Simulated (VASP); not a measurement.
Given:

```xyz
1
Lattice="-1.4858 1.4858 1.4858 1.4858 -1.4858 1.4858 1.4858 1.4858 -1.4858" Properties=species:S:1:pos:R:3 pbc="T T T"
V      0.0000     0.0000     0.0000
```

All values below come from TPSS meta-GGA, VASP's PBE PAW potentials (set 64) (plane waves; VASP). Settings: 520 eV cut-off, 19×19×19 Γ-centred mesh, tetrahedra with Blöchl corrections, potentials V_sv.

Give the energies of bands 5 to 9 at the high-symmetry points, in eV from the Fermi level.

| band | Γ | H | N | P |
|---|---|---|---|---|
| 5 | -6.65 | -3.10 | -3.27 | -1.15 |
| 6 | 0.43 | -3.10 | -1.18 | -1.15 |
| 7 | 0.43 | 3.88 | 1.71 | -1.15 |
| 8 | 0.43 | 3.88 | 2.57 | 3.03 |
| 9 | 2.58 | 3.88 | 2.96 | 3.03 |

It has no gap at this level: it comes out as a metal or semimetal.

The compound is V in the bcc structure. It was relaxed first, which changed the volume by -6 %. The run is not spin-polarised, so no magnetic state was tried.
